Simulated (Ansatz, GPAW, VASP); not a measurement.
Code comparison for La₂Ni₂I (P1, 5 atoms in the cell)

Self-consistent single point.

```
La2Ni2I
1.0
    4.12222     0.00000     0.00000
   -2.06111     3.56995     0.00000
    0.00000     0.00000     8.85892
La Ni I
2 2 1
Direct
  0.00081   0.01065   0.20581
  0.97335   0.99616   0.79127
  0.33272   0.65343   0.99774
  0.68232   0.33929   0.00217
  0.67747   0.33380   0.50300
```

Shared settings, as Ansatz (a quantum-chemistry and plane-wave program) writes them: kpoints.mp_grid.grid = 5 5 2; scf.occupations.method = gaussian; scf.occupations.width = 0.1 eV. Potentials and cutoffs stand in the table.

```
code                                                              model  pressure (GPa)  largest force (eV/Å)  cutoff
------  ---------------------------------------------------------------  --------------  --------------------  ------
VASP                     LDA (PZ)+U, VASP's LDA PAW potentials (set 64)           -4.82                 0.459  300 eV
GPAW    LDA (Perdew-Wang 92)+U, GPAW PAW datasets LDA (gpaw-data 1.0.1)           -4.32                 0.394  850 eV
Ansatz                            LDA (PW92)+U, PAW files made with PBE           -4.42                 0.415  420 eV
```

Size of the force on each atom (eV/Å): Sizes of forces hide their directions.

```json
[
 {"code": "VASP", "La1": "0.416", "La2": "0.459", "Ni3": "0.338", "Ni4": "0.373", "I5": "0.132"},
 {"code": "GPAW", "La1": "0.358", "La2": "0.394", "Ni3": "0.357", "Ni4": "0.394", "I5": "0.133"},
 {"code": "Ansatz", "La1": "0.373", "La2": "0.415", "Ni3": "0.352", "Ni4": "0.389", "I5": "0.132"}
]
```

Hubbard term: [{species: Ni, l: d, u_eff: 1.0}] eV.

On Ansatz's run: spin-orbit coupling is off. Spin polarisation is off; with an odd number of electrons in the cell that forces a metal, and a magnetic state may lie lower. The U value is a test value, and with U on an open shell several self-consistent states can exist.

The spread over the programs that give each value: pressure within 0.50 GPa; largest force within 0.065 eV/Å.

Ansatz's pressure is given at a fixed set of plane waves, as the other plane-wave codes print theirs. The same LDA comes in different parametrisations, which differ slightly. The same U acts on different projectors in each program, which moves gaps, moments and pressures.

The shared mesh is coarse (it stands for a supercell whose shortest vector is 18 Å), so the values are not converged in it.

VASP's run is marked for a possible Pulay error in its stress at this cutoff; no cutoff test was made.

The starting cell comes from a database of computed structures (which also holds hypothetical and non-ambient phases and stackings), without a prior relaxation at this level. Its atoms were displaced at random from the sites of space group no. 187.

Keys are those of Ansatz 0.2.
